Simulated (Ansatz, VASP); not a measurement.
**BeCo in VASP and in Ansatz**

INCAR

```
PREC     = Accurate       # precision mode
ENCUT    = 520            # plane-wave cutoff, eV
EDIFF    = 1E-6           # SCF threshold, eV
ISMEAR   = -1             # smearing method
SIGMA    = 0.025          # smearing width, eV
LREAL    = False          # projectors in reciprocal space
LASPH    = True           # aspherical terms in the spheres
NELM     = 150            # most SCF steps
ALGO     = Normal         # electronic algorithm
ISIF     = 2              # what is computed and relaxed
LWAVE    = False          # write WAVECAR
LCHARG   = False          # write CHGCAR
ISPIN    = 2              # spin polarisation
MAGMOM   = 0 0.4          # initial moments
LORBIT   = 11             # projections on sites
LMAXMIX  = 4              # l up to which the mixer works
NBANDS   = 16             # bands
```

Contents of KPOINTS:

```
Automatic mesh
0
Gamma
  12 12 10
```

POSCAR

```
BeCo
1.0
    2.4847235075      0.0000000000      0.0000000000
    0.0000000000      2.4847235075      0.0000000000
    0.0000000000      0.0000000000      2.8666000000
Be Co
1 1
Direct
    0.0000000000      0.0000000000      0.0000000000
    0.5000000000      0.5000000000      0.5000000000
```

Input for Ansatz:

```yaml
crystal:
  lattice:
    - [2.4847235075, 0.0, 0.0]
    - [0.0, 2.4847235075, 0.0]
    - [0.0, 0.0, 2.8666]
  atoms:
    - { symbol: Be, position: [0.0, 0.0, 0.0] }
    - { symbol: Co, position: [0.5, 0.5, 0.5], spin: 0.4 }
magnetization:
  spin_polarized: true
kpoints:
  mp_grid: { grid: [12, 12, 10] }
scf:
  occupations: { method: fermi_dirac, width: 0.025 }
  lower_state_search: "off"
hamiltonian:
  xc: lda
  pseudopotentials: { kind: all_electron, datasets: crystal }
output:
  eigenvalues: false
  eigenstates:
    nscf_kmesh: { grid: [18, 18, 15] }
    top_band: c19
    magnetocrystalline_anisotropy:
      directions: [[0.0, 0.0, 1.0], [1.0, 0.0, 0.0], [0.70710678, 0.70710678, 0.0]]
```

Change from the starting cell: stretched by +10 % along [0.0, 0.0, 1.0] at fixed volume; anisotropy by the force theorem, datasets made for the crystal.

Alike in both runs: task single point; functional LDA; k mesh 12 × 12 × 10; occupations fermi-dirac, width 0.025 eV; collinear spin.

|  | VASP | Ansatz |
| --- | --- | --- |
| version | VASP 6.6.1 | Ansatz 0.2.0 |
| potentials or method | VASP PAW LDA potentials, release 64 (Be, Co) | all-electron PAW with datasets made for the crystal, scalar-relativistic |
| plane-wave cutoff (eV) | 520 | see its input |

|  | VASP | Ansatz | Ansatz less VASP |
| --- | --- | --- | --- |
| net moment per atom (μB) | 0.00 | 0.20 | +0.197 |
| size of the moment on the site where the two differ most (μB) | 0.01 | 0.42 | +0.412 |

The net moments differ so much that the two runs ended in different magnetic states, which moves the other rows too. Site moments also hang on the region over which each program counts them. Ansatz ran all-electron here, so the differences hold the error of VASP's frozen core and of both bases. Ansatz warned: «band_levels_unverified».
